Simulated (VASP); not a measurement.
```yaml
crystal:
  lattice:
    - [4.03470, 0.00000, 0.00000]
    - [0.00000, 4.03470, 0.00000]
    - [0.00000, 0.00000, 4.98983]
  atoms:
    - { symbol: Pb, position: [0.50000, 0.00000, 0.76183] }
    - { symbol: Pb, position: [0.00000, 0.50000, 0.23817] }
    - { symbol: O, position: [0.50000, 0.50000, 0.00000] }
    - { symbol: O, position: [0.00000, 0.00000, 0.00000] }
```

Method: PBE GGA with D3 dispersion (Becke-Johnson damping), VASP's PBE PAW potentials (set 64) (plane waves; VASP). Settings: 520 eV cut-off, 6×6×5 Γ-centred mesh, tetrahedra with Blöchl corrections, potentials Pb_d O.

The cores are frozen, which limits the accuracy of field gradients.

Q: Give the principal components of the electric field gradient (V/Å²) and the asymmetry η at each nucleus.

A: 
```tsv
atom	Vxx	Vyy	Vzz	η
Pb1	107.5	107.5	-215.0	0.00
Pb2	107.5	107.5	-215.0	0.00
O3	2.3	2.3	-4.5	0.00
O4	2.3	2.3	-4.5	0.00
```

The compound is PbO in the litharge structure. It was relaxed first.
